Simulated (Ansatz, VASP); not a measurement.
# Ti2SNO (Ti2NOS MXene monolayer) in two plane-wave programs

One calculation is typed for both programs; each brings its own data sets. How far apart do they land? Of the first pair: The structure shown is the start of the Ansatz relaxation below; VASP solves that cell, so the two are compared at the walk's first step.

Main program and level: Ansatz 0.2.0; plane waves, with VASP 6.6.1 beside it; single point at PBE with D3(BJ).

## (1) Set-up

The cell holds 5 atoms: 1 S, 2 Ti, 1 N and 1 O. Its edges and angles: a = 3.029 Å, b = 3.029 Å, c = 41.626 Å, α = 90.0°, β = 90.0°, γ = 120.0°. Vacuum lies along c.

## (2) Ansatz: relaxation, PBE with D3(BJ)

Ansatz runs on its default PAW (the set named soft_2) files.

The two programs are compared at the cell with which this relaxation starts, whose forces are those of its first step.

File input.yaml:

```yaml
crystal:
  lattice:
    - [3.02874, 0.0, 0.0]
    - [-1.51437, 2.6229657815, 0.0]
    - [0.0, 0.0, 41.625646757]
  atoms:
    - { symbol: S, position: [0.3333333333, 0.6666666667, 0.4360292611] }
    - { symbol: Ti, position: [0.6666666667, 0.3333333333, 0.4786151695], spin: 1.0 }
    - { symbol: "N", position: [0.0, 0.0, 0.5073248763] }
    - { symbol: Ti, position: [0.3333333333, 0.6666666667, 0.536034583], spin: 1.0 }
    - { symbol: O, position: [0.6666666667, 0.3333333333, 0.5639707389] }
  periodic: [true, true, false]
magnetization:
  spin_polarized: true
kpoints:
  mp_grid: { grid: [12, 12, 1] }
hamiltonian:
  xc: pbe
  dispersion: d3bj
scf:
  occupations: { method: fermi_dirac, width: 0.05 }
  convergence: { dr2_threshold: 1.0e-09 }
relax:
  f_tol: 0.004
  max_steps: 90
  cell: {}
output:
  write_potential: true
  write_density: true
  volumetric_format: npy
```

On the command line:

```sh
$ ansatz run input.yaml --threads 2 --pin off --max-ram 3072MiB --backend cpu --events-out ev --progress --plain --runs-dir out
```

Numbers of over 12 decimals in the logs are rounded to 6 here.

Output:

```text
Warning: relax.cell: scf.convergence.dr2_threshold = 1e-9 eV is looser than the 2.12878784446e-10 eV advised for a relaxation that steers and ends on the stress (1e-10 eV for each atom of the cell: 5, times the square of relax.cell.stress_2d_tol = 0.05 N/m over 15.3 Å (the atoms' height at the walk's start and 5 Å past either face), 3.263e-2 GPa, over a crystal's default 0.05). What an SCF threshold leaves in a stress goes as its square root, and in the free energy as the threshold itself, and one threshold admits the most on a small cell: [figures from the program's tests cut] Set scf.convergence.dr2_threshold to 2.12878784446e-10 eV or tighter. [rest of the remark cut]
Engine: ansatz 0.2.0, x86_64-unknown-linux-gnu
Pseudopotentials: kind: paw
Pseudopotential: S, paw, valence charge 6, recommended cutoff 420 eV (normal), S.paw.azcp
Pseudopotential: Ti, paw, valence charge 12, recommended cutoff 420 eV (normal), Ti.paw.azcp
Pseudopotential: N, paw, valence charge 5, recommended cutoff 420 eV (normal), N.paw.azcp
Pseudopotential: O, paw, valence charge 6, recommended cutoff 420 eV (normal), O.paw.azcp
Functional definition: PBE
  parameter kappa = 0.804
  parameter beta = 0.066725
  exchange = pbe_x(kappa = kappa, mu = beta*pi^2/3)
  correlation = pbe_c(beta = beta)
Crystal: 5 atoms, lattice volume = 330.686 Å³
Basis set: ecut = 420 eV, 6367 PW (Γ), exchange–correlation on 48×48×576 points (8 copies of the dense FFT grid, shifted against one another)
Bands: 27, of which v1, the nominal top of the filled ones, is band 21 counted from 1 (20 counted from 0)
Symmetry: 6 space group operations
Space group: P3m1 (ITA 156), of the structure as read, at distance tolerance 6.9e-5 Å
Magnetic group: BNS 156.49 (UNI 1279), of the structure as read, at distance tolerance 6.9e-5 Å
k-points: 19 of 144 (time reversal used)
Non-local potential: S, projectors of the file, l = 0: 2, l = 1: 2, l = 2: 2
Non-local potential: Ti, projectors of the file, l = 0: 3, l = 1: 2, l = 2: 3, l = 3: 1
Non-local potential: N, projectors of the file, l = 0: 2, l = 1: 2, l = 2: 1
Non-local potential: O, projectors of the file, l = 0: 2, l = 1: 2, l = 2: 1
PAW form: soft (Blöchl's): semilocal exchange-correlation on the pseudo side does not see the compensation charge
PAW one-centre angular grid: S, 110 points (default); XC on 64 Gauss nodes
PAW one-centre angular grid: Ti, 590 points (default); XC on 64 Gauss nodes
PAW one-centre angular grid: N, 110 points (default); XC on 64 Gauss nodes
PAW one-centre angular grid: O, 110 points (default); XC on 64 Gauss nodes
Initial density: superposition of atomic densities (neutral atoms: chi_scale 0, normalization atom)
Starting moments: Σ|m| = 2 μB on 2 of 5 sites
Initial wavefunctions: pseudopotential atomic-orbital guess
Functional: x = pbe(κ = 0.804, μ = 0.219515), c = pbe(β = 0.066725)
SCF iter   1: F=—  HF=-6865.432403 eV  |F-HF|=—  |Δ(HF+E_count)|=         —  Δρ=3.89e-2 (↑3.89e-2 ↓3.08e-2)  dr2=2.43e1  dr2_m=3.68e-1  M=0.882 μB ∫|m|=0.983 μB  β_m=0.30  ethr=3.10e-3  ⟨swp⟩=13.7  Hψ=7335  notcnv=0
Mixer restart at iter 1: flushing history
preconditioner: auto → LDOS  [metal: Δε(μ)=0.033 eV  Ē_g=10.021 eV  σ=0.050 eV  W_gap=0.16  n_scr=24 (ndim 8)  ℏωp=10.2 eV  f_vac=0.783  D(μ)=1.68/eV (n_scr^D=12)]
spin=Collinear: LDOS preconditioning applied to the charge; magnetization (m = ρ↑ − ρ↓) channel mixes plain (no charge-response kernel on spin).
SCF iter   2: F=—  HF=-6861.204331 eV  |F-HF|=—  |Δ(HF+E_count)|=    4.23e0  Δρ=1.83e-2 (↑1.83e-2 ↓1.19e-2)  dr2=3.67e0  dr2_m=2.11e-1  M=0.691 μB ∫|m|=0.895 μB  β_m=0.40  ethr=3.10e-3  ⟨swp⟩=5.1  Hψ=3319  notcnv=0  defer=31
SCF iter   3: F=—  HF=-6860.457002 eV  |F-HF|=—  |Δ(HF+E_count)|=   7.47e-1  Δρ=7.09e-3 (↑7.09e-3 ↓6.70e-3)  dr2=2.69e-1  dr2_m=7.39e-2  M=0.501 μB ∫|m|=0.731 μB  β_m=0.63  ethr=3.10e-3  ⟨swp⟩=4.0  Hψ=2696  notcnv=0  defer=28
SCF iter   4: F=—  HF=-6860.679899 eV  |F-HF|=—  |Δ(HF+E_count)|=         —  Δρ=6.07e-3 (↑6.07e-3 ↓3.24e-3)  dr2=1.10e-1  dr2_m=5.68e-2  M=0.154 μB ∫|m|=0.265 μB  β_m=0.63  ethr=6.57e-4  ⟨swp⟩=3.7  Hψ=2428  notcnv=0  defer=28
SCF iter   5: F=—  HF=-6860.655782 eV  |F-HF|=—  |Δ(HF+E_count)|=   2.41e-2  Δρ=2.02e-3 (↑2.02e-3 ↓1.44e-3)  dr2=1.05e-2  dr2_m=8.19e-3  M=0.080 μB ∫|m|=0.144 μB  β_m=0.81  ethr=2.69e-4  ⟨swp⟩=3.2  Hψ=1984  notcnv=0  defer=30
[...]
eigensolver tolerance schedule: the retry pair's looser diagonalisation over-reported the residual by 19294.90 of it (diagonalisation noise at an unbounded share of the residual, at the tolerance the schedule requests for it); recorded, not acted on — ethr = c·dr2/N_el stays at c = 1.0e-1
preconditioner: auto → Resta (q_TF=auto, 1.922 Å⁻¹)  ε∞=2.4  [insulator: Δε(μ)=0.143 eV  Ē_g=8.556 eV  σ=0.050 eV  W_gap=0.55  n_scr=24 (ndim 8)  ℏωp=10.1 eV  f_vac=0.799  D(μ)=1.76/eV (n_scr^D=12)  ε∞_Penn≈2.4  vacuum switching on, ρ_ref=5.3e-3 e/Å³]
spin=Collinear: Resta preconditioning applied to the charge; magnetization (m = ρ↑ − ρ↓) channel mixes plain (no charge-response kernel on spin).
SCF iter   2: F=—  HF=-6861.249729 eV  |F-HF|=—  |Δ(HF+E_count)|=   1.09e-4  Δρ=6.87e-7 (↑6.87e-7 ↓6.60e-7)  dr2=8.43e-9  dr2_m=9.87e-13  M=-0.000 μB ∫|m|=0.000 μB  β_m=0.30  ethr=1.04e-11  ⟨swp⟩=6.4  Hψ=4296  notcnv=0
SCF iter   3: F=—  HF=-6861.249729 eV  |F-HF|=—  |Δ(HF+E_count)|=  8.03e-10  Δρ=2.87e-7 (↑2.87e-7 ↓2.62e-7)  dr2=1.32e-9  dr2_m=1.24e-12  M=-0.000 μB ∫|m|=0.000 μB  β_m=0.43  ethr=1.04e-11  ⟨swp⟩=2.4  Hψ=1518  notcnv=0
SCF iter   4: F=—  HF=-6861.249729 eV  |F-HF|=—  |Δ(HF+E_count)|=  1.93e-10  Δρ=2.17e-7 (↑2.17e-7 ↓1.98e-7)  dr2=1.04e-9  dr2_m=6.11e-13  M=-0.000 μB ∫|m|=0.000 μB  β_m=0.65  ethr=3.23e-12  ⟨swp⟩=2.7  Hψ=1659  notcnv=0
SCF iter   5: F=-6861.249729 eV  HF=-6861.249729 eV  |F-HF|=9.88e-10  |Δ(HF+E_count)|=  1.82e-11  Δρ=9.07e-8 (↑9.07e-8 ↓8.92e-8)  dr2=9.58e-10  dr2_m=3.04e-13  M=-0.000 μB ∫|m|=0.000 μB  ethr=2.44e-12  ⟨swp⟩=15.2  Hψ=7861  notcnv=0
the starting moments were not kept: the SCF closed with an absolute magnetisation of 1.4e-6 μB, where they sum to 2 μB in size (2 sites). That is at most 0.1 of that sum. Measured as dr2_m measures the in/out step, that magnetisation stands 3.1e-13 eV from none, at or under the dr2_threshold of 1.0e-9 eV: it is no larger than a step whose dr2_m would equal this threshold.
SCF 8 converged in 5 iterations: F = -6861.249729 eV  dr2 = 9.58e-10
relax step   8: F+E_penalty+E_count = -6861.24972923 eV  Δ(F+E_penalty+E_count) = -2.532e-5 eV  max|allowed force component| = 8.748e-4 eV/Å  Δτ_max = 0.0000 Å  P = +0.011 N/m  Ω = 335.946 Å³  fix = [c, alpha, beta]  reactions: c +0.000 N/m  stress off target by 1.12e-2 N/m on what of the cell is left free  SCF on the basis re-selected at this cell (its energy is not comparable with the rows above)  (5 SCF iters)
basis re-selected at this cell: Δ(F+E_penalty+E_count) = -2.532e-5 eV, ΔP = +0.001 N/m vs the last step (what re-selecting the basis moved, of the pressure what is left beyond the Pulay correction that the steps carried, after the strain that the cell walked since its last selection, with what the two solves' SCF thresholds leave and, on support functions, any second-order correction that the steps lacked; it is no m [...]
WARN: The output density's exchange-correlation potential varies sharply where the density is thin. Do not read a vacuum level from v_tot or v_xc, or from such a field of the output density. On a cell that repeats whose density bears no net charge and no dipole along the vacuum's axis use v_es (v_loc + v_h of the components); under efield.dipole_correction with no amplitude use v_es + v_field, which holds any externa [...]
SCF converged after 5 iterations
Magnetization: -0.0000 μB (20.5000 up, 20.5000 down)
Absolute magnetization: 0.0000 μB (∫|ρ↑−ρ↓|, with the PAW one-centre terms)
Spin contamination: 0.0000 ħ² per cell (⟨S²⟩ above its minimum at these occupations)
Per-site moments (μB) at R_I (Å): [(1.2697525901773912e-7, 0.975916), (-2.398340732401845e-7, 0.879727), (2.2629102300110734e-7, 0.879727), (-3.58890820740972e-7, 0.818915), (8.2494926157645e-8, 0.818915)]
Free energy (F): -6861.249729 eV
Harris-Foulkes:  -6861.249729 eV  (|F-HF|=9.88e-10)
Internal energy: -6861.234373 eV  (E = F + TS)
E sigma→0 (E₀):  -6861.242051 eV
Entropy (-TS):   -0.015356 eV (-3.071 meV/atom)
Fermi energy:    -5.624409 eV
--- Per-component energies (eV) ---
  E_band       = -1037.798868
  E_kinetic    = 961.865794
  E_local      = -161512.184784  (includes V_loc(G=0)·N_el)
  E_nonlocal   = 132.753333
  E_hartree    = 80142.043208
  E_xc         = -429.667667
  E_vxc        = -506.955217  (∫ρ·V_xc dr)
  E_paw        = -2978.188198  (= ΣΔE_a)
  E_vpaw       = -397.368795  (= ΣTr[D̂ρ^β])
  E_aug_tail   = 0.002774  (compensation charges beyond the density's cutoff)
  E_ewald      = 76823.642511
  E_disp       = -1.501345  (pairwise vdW)
  E_smearing   = -0.015356  (= −TS)
  E_closure    = -0.000000  (closes the sum)
  Σ components = -6861.249729   (vs F -6861.249729, Δ=0.00e0)
--- Forces (eV/Å), atoms counted from 1 ---
  atom   1  S     -0.00000000     0.00000000    -0.00051048
  atom   2  Ti    -0.00000000    -0.00000000    -0.00039370
  atom   3  N     -0.00000000    -0.00000000     0.00087267
  atom   4  Ti    -0.00000000    -0.00000000     0.00061742
  atom   5  O     -0.00000000    -0.00000000    -0.00059665
  max |Σ_I F_I| component: 1.07e-5 eV/Å
--- 2D stress c σ (N/m, compression-positive) ---
        0.011157       0.000000       0.000000
        0.000000       0.011157      -0.000000
        0.000000      -0.000000       0.000000
  P = ½ c Tr σ = 0.0112 N/m
--- Band table (eV; the first three rows and the last of 38) ---
  k-point 0 ↑: bands = [... 17 lower, -7.9980, -5.6853, -5.6853, -5.5124, -5.5124, -5.1105, -4.3000, -4.3000, ... 2 higher]
  k-point 1 ↑: bands = [... 17 lower, -7.9118, -6.3624, -6.0929, -5.4511, -5.0868, -4.8196, -4.2933, -4.2381, ... 2 higher]
  k-point 2 ↑: bands = [... 17 lower, -8.3088, -7.0888, -6.4286, -5.7385, -4.8222, -4.4765, -4.2367, -3.9086, ... 2 higher]
  k-point 18 ↓: bands = [... 17 lower, -9.5760, -9.1646, -8.3785, -4.8240, -4.7907, -4.0264, -3.6947, -3.4083, ... 2 higher]
  the weakly bound empty levels are not read free of the cell's end (no_gap_told)
--- Relaxed structure (6 steps of the walk, 6 accepted, 2 SCFs on fresh bases) ---
  F+E_penalty+E_count = -6861.24972923 eV   max|allowed force component| = 8.748e-4 eV/Å   (the final SCF, on the basis selected at the relaxed cell)
  cell:  # Å, volume = 335.9463 Å³
    - [3.052735, 0, 0]
    - [-1.526368, 2.643746, 0]
    - [0, 0, 41.625646757]
  atoms:
    - { symbol: S, position: [0.333333, 0.666667, 0.440453] }
    - { symbol: Ti, position: [0.666667, 0.333333, 0.478368] }
    - { symbol: N, position: [0, 0, 0.507215] }
    - { symbol: Ti, position: [0.333333, 0.666667, 0.536994] }
    - { symbol: O, position: [0.666667, 0.333333, 0.558944] }
```

(Part 1 of 2 ends here.)

[Lines on the potential files, build, host, timing and source positions are cut from VASP's logs without a mark.]

[Logs are printed without paths, hosts, clocks, repeated set-up lines and the standing remarks that a program may print on its own settings, such as how far it seeks lower states.]

[Hosts, paths, dates, database ids (printed as entryN), source tags and the programs' standing remarks are cut or masked in the printed files.]
